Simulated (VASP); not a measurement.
The system is GdN.

```xyz
4
Lattice="2.5600 2.5600 5.1200 5.1200 2.5600 2.5600 2.5600 5.1200 2.5600" Properties=species:S:1:pos:R:3 pbc="T T T"
Gd    0.0000    0.0000    0.0000
Gd    5.1200    5.1200    5.1200
N     2.5600    2.5600    2.5600
N     7.6800    7.6800    7.6800
```

The cell comes from a database or a generator and needn't be the stable form of this composition.

Base run:

```yaml
Program: VASP 6.6.1
Functional: PBE
Potentials_or_basis: VASP PAW PBE potentials, release 64 (Gd, N)
Cutoff: 520 eV
k_mesh: 7 × 7 × 7
Occupations: fermi-dirac, width 0.05 eV
Spin: collinear spin, antiferromagnetic start
Starting_moments: "[7.0, -7.0, 0.0, 0.0] μB"
Hubbard_terms: Gd f U = 8 eV
```

Its results: band gap on the k mesh 0.28 eV; pressure -8.3 GPa; net moment 0.00 μB per cell; site moments Gd +6.88, -6.88; N +0.00 μB.

Question: The run is repeated on the same cell with these changes: spin from collinear spin, antiferromagnetic start to collinear spin, ferromagnetic start; moments at the start from [7.0, -7.0, 0.0, 0.0] to [7.0, 7.0, 0.0, 0.0]. What comes out?

Answer: Band gap on the k mesh none (metal or under the smearing width); pressure -8.4 GPa; net moment 14.00 μB per cell; site moments Gd +6.88; N -0.11 μB.

Caveats: spin-orbit coupling is left out, which moves the levels of the heavy elements; an odd mesh through Γ misses points on the zone boundary, where band edges often lie (some runs).
